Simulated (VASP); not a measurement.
Shape and ions are relaxed at each volume.

Energy against volume of HfB2 (AlB2 type). Method: PBEsol GGA, VASP's PBE PAW potentials (set 64) (plane waves; VASP).

```json
[
 {"V (Å³/atom)": "9.151", "E (eV/atom)": "-9.25820"},
 {"V (Å³/atom)": "9.444", "E (eV/atom)": "-9.28249"},
 {"V (Å³/atom)": "9.736", "E (eV/atom)": "-9.28997"},
 {"V (Å³/atom)": "10.028", "E (eV/atom)": "-9.28295"},
 {"V (Å³/atom)": "10.320", "E (eV/atom)": "-9.26342"}
]
```

Q: Fit a third-order Birch-Murnaghan equation of state.

A: 
```yaml
volume_per_atom: 9.73 Å^3/atom
bulk_modulus: 265 GPa
pressure_derivative_of_the_bulk_modulus: 3.94
```

The compound is HfB2 in the AlB2 type structure. It was relaxed first.
